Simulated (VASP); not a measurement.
Input:

```
CELL_PARAMETERS angstrom
      1.23304    -2.13569     0.00000
      1.23304     2.13569     0.00000
      0.00000     0.00000     8.76832
ATOMIC_POSITIONS crystal
  C  0.00000 0.00000 0.25000
  C  0.00000 0.00000 0.75000
  C  0.33333 0.66667 0.25000
  C  0.66667 0.33333 0.75000
```

Method: TPSS meta-GGA, VASP's PBE PAW potentials (set 64) (plane waves; VASP 6.6.1). Run with 520 eV cut-off, 11×11×3 Γ-centred mesh, tetrahedra with Blöchl corrections, potentials C.

Without a dispersion term in the relaxation, distances and binding between the weakly bound layers, chains or molecules are unreliable, and so is what depends on them.

Task: Predict the energy per atom (σ→0), band gap (over mesh and band path) with the smallest direct gap where there is one.

Result: 
```
Item                                                                  Result
----------------------------------  ----------------------------------------
band gap (over mesh and band path)  none (metal, semimetal or under 0.01 eV)
energy per atom (σ→0)                                        -10.617 eV/atom
```

The compound is C in the graphite structure. It was relaxed first, which changed the volume by +31 %.
